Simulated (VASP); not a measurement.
# HRu20N in VASP: notebook, part 4 of 4

VASP 6.6.1. Earlier steps stand in the parts before.

### 5 Relaxation of the atoms, RPBE

File INCAR:

```
SYSTEM = HRu20N
PREC     = Accurate       ! precision mode
ENCUT    = 520            ! plane-wave cutoff, eV
EDIFF    = 1E-7           ! SCF threshold, eV
ISMEAR   = 1              ! smearing method
SIGMA    = 0.15           ! smearing width, eV
LREAL    = .False.        ! projectors in reciprocal space
LASPH    = .True.         ! aspherical terms in the spheres
NELM     = 60             ! most SCF steps
ALGO     = Fast           ! electronic algorithm
ISIF     = 2              ! what is computed and relaxed
LWAVE    = .False.        ! write WAVECAR
LCHARG   = .False.        ! write CHGCAR
LDIPOL   = .True.       
IDIPOL   = 3            
DIPOL    = 0.5 0.5 0.524
GGA      = RP             ! functional
IBRION   = 2              ! ionic algorithm
NSW      = 60             ! ionic steps
EDIFFG   = -0.02          ! ionic threshold
```

File KPOINTS:

```
Automatic mesh
0
Gamma
  6 6 1
  0 0 0
```

File POSCAR:

```
HRu20N
1.0
    5.4120000000      0.0000000000      0.0000000000
    2.7060000000      4.6869294900      0.0000000000
    0.0000000000      0.0000000000     22.5640000000
Ru N H
20 1 1
Direct
    0.0000000000      0.0000000000      0.3102286800
    0.5000000000      0.0000000000      0.3102286800
    0.0000000000      0.5000000000      0.3102286800
    0.5000000000      0.5000000000      0.3102286800
    0.8333333300      0.3333333300      0.4051143400
    0.3333333300      0.3333333300      0.4051143400
    0.8333333300      0.8333333300      0.4051143400
    0.3333333300      0.8333333300      0.4051143400
    0.0000000000      0.0000000000      0.5000000000
    0.5000000000      0.0000000000      0.5000000000
    0.0000000000      0.5000000000      0.5000000000
    0.5000000000      0.5000000000      0.5000000000
    0.8333333300      0.3333333300      0.5948856600
    0.3333333300      0.3333333300      0.5948856600
    0.8333333300      0.8333333300      0.5948856600
    0.3333333300      0.8333333300      0.5948856600
    0.0000000000      0.0000000000      0.6897713200
    0.5000000000      0.0000000000      0.6897713200
    0.0000000000      0.5000000000      0.6897713200
    0.5000000000      0.5000000000      0.6897713200
    0.8333333300      0.3333333300      0.7385215400
    0.8333333300      0.3333333300      0.7841694700
```

Potentials or basis: VASP PAW PBE potentials, release 64 (Ru_pv, N, H).

The run is started by

```bash
$ cat potpaw_PBE.64/Ru_pv/POTCAR potpaw_PBE.64/N/POTCAR potpaw_PBE.64/H/POTCAR > POTCAR
$ mpirun -np 8 vasp_std > vasp.out
```

OUTCAR:

```text
SYSTEM = HRu20N
   PREC = Accurate
   ENCUT = 520
   EDIFF = 1E-7
   ISMEAR = 1
   LREAL = .False.
   LASPH = .True.
   NELM = 60
   ISIF = 2
   GGA = RP
   IBRION = 2
   NSW = 60
   EDIFFG = -0.02

 ion  position               nearest neighbor table
   1  0.000  0.000  0.310-   8 2.65   5 2.65   7 2.65   2 2.71   2 2.71   3 2.71   4 2.71   3 2.71
                             4 2.71
   2  0.500  0.000  0.310-   7 2.65   6 2.65   8 2.65   1 2.71   1 2.71   3 2.71   4 2.71   4 2.71
                             3 2.71
   3  0.000  0.500  0.310-   6 2.65   7 2.65   5 2.65   4 2.71   4 2.71   1 2.71   2 2.71   2 2.71
                             1 2.71
   4  0.500  0.500  0.310-   5 2.65   8 2.65   6 2.65   3 2.71   3 2.71   1 2.71   2 2.71   1 2.71
                             2 2.71
   5  0.833  0.333  0.405-   4 2.65  12 2.65   1 2.65   9 2.65   3 2.65  11 2.65   6 2.71   6 2.71
                             7 2.71   8 2.71   7 2.71   8 2.71
   6  0.333  0.333  0.405-   3 2.65  11 2.65   2 2.65  10 2.65   4 2.65  12 2.65   5 2.71   5 2.71
                             7 2.71   8 2.71   8 2.71   7 2.71
   7  0.833  0.833  0.405-   2 2.65  10 2.65   3 2.65  11 2.65   1 2.65   9 2.65   8 2.71   8 2.71
                             5 2.71   6 2.71   6 2.71   5 2.71
   8  0.333  0.833  0.405-   1 2.65   9 2.65   4 2.65  12 2.65   2 2.65  10 2.65   7 2.71   7 2.71
                             5 2.71   6 2.71   5 2.71   6 2.71
   9  0.000  0.000  0.500-   8 2.65  16 2.65  13 2.65   5 2.65  15 2.65   7 2.65  10 2.71  10 2.71
[... 8 lines left out ...]
                            15 2.71  16 2.71  15 2.71  16 2.71
  14  0.333  0.333  0.595-  19 2.65  11 2.65  18 2.65  10 2.65  20 2.65  12 2.65  13 2.71  13 2.71
                            15 2.71  16 2.71  16 2.71  15 2.71
  15  0.833  0.833  0.595-  18 2.65  10 2.65  19 2.65  11 2.65  17 2.65   9 2.65  16 2.71  16 2.71
                            13 2.71  14 2.71  14 2.71  13 2.71
  16  0.333  0.833  0.595-  17 2.65   9 2.65  20 2.65  12 2.65  18 2.65  10 2.65  15 2.71  15 2.71
                            13 2.71  14 2.71  13 2.71  14 2.71
  17  0.000  0.000  0.690-  21 1.91  16 2.65  13 2.65  15 2.65  18 2.71  18 2.71  19 2.71  20 2.71
                            19 2.71  20 2.71
  18  0.500  0.000  0.690-  15 2.65  14 2.65  16 2.65  17 2.71  17 2.71  19 2.71  20 2.71  20 2.71
                            19 2.71
  19  0.000  0.500  0.690-  21 1.91  14 2.65  15 2.65  13 2.65  20 2.71  20 2.71  17 2.71  18 2.71
                            18 2.71  17 2.71
  20  0.500  0.500  0.690-  21 1.91  13 2.65  16 2.65  14 2.65  19 2.71  19 2.71  17 2.71  18 2.71
                            17 2.71  18 2.71
  21  0.833  0.333  0.739-  22 1.03  20 1.91  17 1.91  19 1.91
  22  0.833  0.333  0.784-  21 1.03

  LATTYP: Found a hexagonal cell.
 ALAT       =     5.4120000041
 C/A-ratio  =     4.1692535076

  Lattice vectors:

 A1 = (  -2.7060000000,  -4.6869294900,   0.0000000000)
 A2 = (   5.4120000000,   0.0000000000,   0.0000000000)
 A3 = (   0.0000000000,   0.0000000000,  22.5640000000)

Analysis of symmetry for initial positions (statically):
=====================================================================
 Subroutine PRICEL returns:
 Original cell was already a primitive cell.

 Routine SETGRP: Setting up the symmetry group for a
 hexagonal supercell.

 Subroutine GETGRP returns: Found  6 space group operations
 (whereof  2 operations were pure point group operations)
 out of a pool of 24 trial point group operations.

The static configuration has the point symmetry C_1h.
 The point group associated with its full space group is C_3v.

Analysis of symmetry for dynamics (positions and initial velocities):
=====================================================================
 Subroutine PRICEL returns:
 Original cell was already a primitive cell.
[... 156 lines left out ...]
   GGA     = RP    functional components
   LHFCALC =     F    Hartree Fock is set to
   AEXX    =    0.0000 exact exchange contribution
   IVDW    =     0    specifies the selected vdW correction
   LEPSILON=     F    determine dielectric tensor
   LRPA    =     F    only Hartree local field effects (RPA)
 conjugate gradient relaxation of ions
 non-spin polarized calculation
 RMM-DIIS sequential band-by-band and
 Methfessel and Paxton  Order N= 1 SIGMA  =   0.15
  energy-cutoff  :      520.00
  volume of cell :      572.35
 maximum number of plane-waves:     15468
   NGX = 21   NGY = 21   NGZ = 83

--------------------------------------- Ionic step        1  -------------------------------------------

 number of electron     285.9999987 magnetization

 Free energy of the ion-electron system (eV)
  ---------------------------------------------------
  ext. energy  EPLUGINS =         0.00000000
  ---------------------------------------------------
  free energy    TOTEN  =      -176.20402498 eV

  energy without entropy =     -176.21321140  energy(sigma->0) =     -176.20708712

------------------------ aborting loop because EDIFF is reached ----------------------------------------

  FORCE on cell =-STRESS in cart. coord.  units (eV):
  Direction    XX          YY          ZZ          XY          YZ          ZX
  --------------------------------------------------------------------------------------
  -------------------------------------------------------------------------------------
  Total        6.1558980      6.1558980      7.3022114      0.0000000     -0.0000000     -0.0000000
  in kB       17.2321591     17.2321591     20.4410257      0.0000000     -0.0000000     -0.0000000
  external PRESSURE =      18.3017813 kB  Pullay stress =       0.0000000 kB
[... 37 lines left out ...]
  FREE ENERGIE OF THE ION-ELECTRON SYSTEM (eV)
  ---------------------------------------------------
  free  energy   TOTEN  =      -176.2040249779 eV

  energy  without entropy=     -176.2132113995  energy(sigma->0) =     -176.20708712

 dipolmoment           0.000000      0.000000      0.147516 electrons x Angstroem

--------------------------------------- Ionic step        2  -------------------------------------------

 number of electron     285.9999960 magnetization

------------------------ aborting loop because EDIFF is reached ----------------------------------------
[... 101 lines left out ...]
  FREE ENERGIE OF THE ION-ELECTRON SYSTEM (eV)
  ---------------------------------------------------
  free  energy   TOTEN  =      -176.5492233908 eV

  energy  without entropy=     -176.5476845384  energy(sigma->0) =     -176.54871044

[... ionic steps 4 to 17 ...]

--------------------------------------- Ionic step       18  -------------------------------------------

 number of electron     285.9999987 magnetization

------------------------ aborting loop because EDIFF is reached ----------------------------------------
[... 107 lines left out ...]
--------------------------------------- Ionic step       20  -------------------------------------------

 number of electron     285.9999986 magnetization

 dipolmoment           0.000000      0.000000     -0.168686 electrons x Angstroem

 Free energy of the ion-electron system (eV)
  ---------------------------------------------------
  ext. energy  EPLUGINS =         0.00000000
  ---------------------------------------------------
  free energy    TOTEN  =      -176.84812125 eV

  energy without entropy =     -176.85746834  energy(sigma->0) =     -176.85123695

 E-fermi :   4.1229     XC(G=0):  -7.7533

 val. band max:        4.0974790136   @ k =   0.3333   0.1667   0.0000
 cond. band min:       4.1372501541   @ k =  -0.3333   0.3333   0.0000
 fundamental gap:      0.0397711405
 Fermi energy:         4.1229146997

 k-point     1 :       0.0000    0.0000    0.0000
  band No.  band energies     occupation
      1     -39.6629      2.00000
      2     -39.5510      2.00000
      3     -39.5441      2.00000
      4     -39.5441      2.00000
      5     -39.5092      2.00000
      6     -39.4693      2.00000
[... 1095 lines left out ...]
    154       4.8346     -0.00000
    155       4.8389     -0.00000
 [bands above 155 left out]

------------------------ aborting loop because EDIFF is reached ----------------------------------------

 vacuum level on the upper side and lower side of the slab       (xc-potential included)        -0.758         0.380

  FORCE on cell =-STRESS in cart. coord.  units (eV):
  Direction    XX          YY          ZZ          XY          YZ          ZX
  --------------------------------------------------------------------------------------
  -------------------------------------------------------------------------------------
  Total        2.3759682      2.3759682      0.0019994      0.0000000     -0.0000000     -0.0000000
  in kB        6.6510300      6.6510300      0.0055969      0.0000000     -0.0000000     -0.0000000
  external PRESSURE =       4.4358857 kB  Pullay stress =       0.0000000 kB
[... 37 lines left out ...]
  FREE ENERGIE OF THE ION-ELECTRON SYSTEM (eV)
  ---------------------------------------------------
  free  energy   TOTEN  =      -176.8481212479 eV

  energy  without entropy=     -176.8574683437  energy(sigma->0) =     -176.85123695

 reached required accuracy - stopping structural energy minimisation

 vacuum level on the upper side and lower side of the slab         7.606         8.772
```

It took 38 min on 8 MPI ranks of AMD EPYC 9R45 (Zen 5), shared host; peak memory 0.3 GiB.

What came out:

```
Free energy                  : -176.8481 eV
Energy gained by relaxing    : 29.3 meV/atom
Ionic steps                  : 20
Largest force after relaxing : 0.019 eV/Å
Band gap on the k mesh       : none (metal or under the smearing width)
```

Forces on the atoms (eV/Å):
```
Ru   0.000 -0.003 -0.007
Ru   0.000  0.000  0.006
Ru   0.002  0.001 -0.007
Ru  -0.002  0.001 -0.007
Ru   0.000  0.000  0.006
Ru   0.000  0.014 -0.013
Ru   0.012 -0.007 -0.013
Ru  -0.012 -0.007 -0.013
Ru   0.000  0.002 -0.003
Ru   0.000  0.000  0.010
Ru  -0.001 -0.001 -0.003
Ru   0.001 -0.001 -0.003
Ru   0.000  0.000 -0.004
Ru   0.000  0.004  0.013
Ru   0.004 -0.002  0.013
Ru  -0.004 -0.002  0.013
Ru   0.000 -0.002  0.001
Ru   0.000  0.000  0.001
Ru   0.002  0.001  0.001
Ru  -0.002  0.001  0.001
N    0.000  0.000  0.003
H    0.000  0.000  0.007
```

Step by step:
| step | energy change (eV) | largest force (eV/Å) | pressure (GPa) |
| --- | --- | --- | --- |
| 1 | 0.0000 | 3.6368 | 1.83 |
| 2 | 0.6050 | 15.0114 | 2.33 |
| 3 | -0.3452 | 3.2165 | 1.60 |
| 4 | -0.3198 | 2.5610 | 1.83 |
| 5 | -0.5387 | 0.6305 | 1.53 |
| 6 | -0.5943 | 0.3756 | 1.50 |
| 7 | -0.6080 | 0.2631 | 1.50 |
| 8 | -0.6218 | 0.6529 | 1.22 |
| 9 | -0.6220 | 0.7474 | 1.19 |
| 10 | -0.6300 | 0.2794 | 1.03 |
| 11 | -0.6313 | 0.3505 | 0.94 |
| 12 | -0.6353 | 0.2554 | 0.86 |
| 13 | -0.6408 | 0.1102 | 0.61 |
| 14 | -0.6425 | 0.0631 | 0.58 |
| 15 | -0.6431 | 0.1475 | 0.55 |
| 16 | -0.6433 | 0.2110 | 0.49 |
| 17 | -0.6436 | 0.0710 | 0.52 |
| 18 | -0.6440 | 0.0359 | 0.48 |
| 19 | -0.6441 | 0.0213 | 0.44 |
| 20 | -0.6441 | 0.0192 | 0.44 |

Final structure:
```
Ru N H
1.0
     5.41200    0.00000    0.00000
     2.70600    4.68693    0.00000
     0.00000    0.00000   22.56400
Ru N H
20 1 1
Cartesian
  5.4120 0.0269 6.9862
  2.7060 0.0000 6.9680
  6.7417 2.3300 6.9862
  4.0823 2.3300 6.9862
  5.4120 1.5623 9.0407
  2.7060 1.5693 9.0915
  6.7711 3.9023 9.0915
  4.0529 3.9023 9.0915
  5.4120 0.0043 11.2660
  2.7060 0.0000 11.2082
  6.7613 2.3413 11.2660
  4.0627 2.3413 11.2660
  5.4120 1.5623 13.4072
  2.7060 1.5796 13.4626
  6.7799 3.8971 13.4626
  4.0441 3.8971 13.4626
  2.7060 4.5998 15.6142
  2.7060 0.0000 15.4947
  1.4284 2.3870 15.6142
  3.9836 2.3870 15.6142
  5.4120 1.5623 16.7973
  5.4120 1.5623 17.8205
```

Caveat: the PAW data sets were made with another functional, which shifts forces and pressure a little.

### 6 The runs side by side

```csv
level,potentials or basis,gap on the mesh (eV),largest force (eV/Å)
PBEsol,"VASP PAW PBE potentials, release 64 (Ru_pv, N, H)",none,-
LDA,"VASP PAW LDA potentials, release 64 (Ru_pv, N, H)",none,0.01
PBE,"VASP PAW PBE potentials, release 64 (Ru_pv, N, H)",none,0.01
RPBE,"VASP PAW PBE potentials, release 64 (Ru_pv, N, H)",none,0.02
```

Alike in all rows: task relaxation of the atoms; no spin polarisation; cell atoms relaxed; k mesh 6 × 6 × 1; cutoff (eV) 520; smearing methfessel-paxton 0.15 eV.

Caveats: the PAW data sets were made with another functional, which shifts forces and pressure a little (some runs).

Total energies depend on the potentials used, so only differences within one code and one set of settings carry meaning.
